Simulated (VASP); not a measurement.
Ni:

```
Ni
1.0
     0.00000    1.76000    1.76000
     1.76000    0.00000    1.76000
     1.76000    1.76000    0.00000
Ni
1
Cartesian
  0.0000 0.0000 0.0000
```

The cell was built by a generator and needn't be a form met in nature.

Base run:

- Program: VASP 6.6.1
- Functional: PBE
- Potentials or basis: VASP PAW PBE potentials, release 64 (Ni)
- Cutoff: 520 eV
- k mesh: 31 × 31 × 31
- Occupations: methfessel-paxton, width 0.1 eV
- Spin: collinear spin, ferromagnetic start
- Starting moments: [0.8] μB

Its results: band gap on the k mesh none (metal or under the smearing width); pressure -0.3 GPa; net moment 0.64 μB per cell; site moments Ni +0.65 μB.

Task: The run is repeated on the same cell with these changes: functional from PBE to PBEsol; cutoff from 520 eV to 500 eV. What comes out?

Result: Band gap on the k mesh none (metal or under the smearing width); pressure -9.9 GPa; net moment 0.64 μB per cell; site moments Ni +0.65 μB.

PBEsol binds more tightly than PBE, so the same cell stands under less pressure.

Caveats: the PAW data sets were made with another functional, which shifts forces and pressure a little (some runs).
